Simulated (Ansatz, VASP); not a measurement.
## PIr in VASP and in Ansatz

The input INCAR:

```
SYSTEM = PIr
PREC = Accurate
ENCUT = 520
EDIFF = 1E-8
ISMEAR = -1
SIGMA = 0.05
LREAL = .False.
LASPH = .True.
NELM = 80
ALGO = Normal
ISIF = 2
LWAVE = .False.
LCHARG = .False.
GGA = PE
LEFG = .True.
NBANDS = 14
```

The input KPOINTS:

```
regular mesh
0
Gamma
  13 13 13
  0 0 0
```

POSCAR

```
PIr
1.0
    0.0000000000      2.4482601303      2.4482601303
    2.4482601303      0.0000000000      2.4482601303
    2.4482601303      2.4482601303      0.0000000000
Ir P
1 1
Direct
    0.0000000000      0.0000000000      0.0000000000
    0.5000000000      0.5000000000      0.5000000000
```

Input for Ansatz:

```yaml
crystal:
  lattice:
    - [0.0, 2.4482601303, 2.4482601303]
    - [2.4482601303, 0.0, 2.4482601303]
    - [2.4482601303, 2.4482601303, 0.0]
  atoms:
    - { symbol: Ir, position: [0.0, 0.0, 0.0] }
    - { symbol: P, position: [0.5, 0.5, 0.5] }
kpoints:
  mp_grid: { grid: [13, 13, 13] }
scf:
  occupations: { method: fermi_dirac, width: 0.05 }
hamiltonian:
  xc: pbe
  pseudopotentials: { kind: paw }
output:
  forces: true
  stress: true
  eigenvalues: true
  efg: { contact_densities: true }
```

Change from the starting cell: volume scaled by 0.98, PAW files.

Alike in both runs: task electric field gradients; functional PBE; k mesh 13 × 13 × 13; occupations fermi-dirac, width 0.05 eV; no spin polarisation.

```csv
,VASP,Ansatz
version,VASP 6.6.1,Ansatz 0.2.0
potentials or method,"VASP PAW PBE potentials, release 64 (Ir, P)","PAW with Ansatz's default frozen-core files, scalar-relativistic"
plane-wave cutoff (eV),520,420
valence electrons in the cell,14,22
```

Ansatz gave:

```
pressure (GPa)                                                 : 4.4
Vzz of the field gradient on the site that differs most (V/Å²) : 0.0
```

Estimate VASP's values.

pressure (GPa): 4.9; Vzz of the field gradient on the site that differs most (V/Å²): 0.0.

The functional is the same, so the differences come from potentials, cutoffs and numerics. The two sets of potentials don't hold the same shells in valence. Ansatz warned: «gradients_without_spin_orbit».

The runs have no spin-orbit coupling, so splittings on Ir are missing.
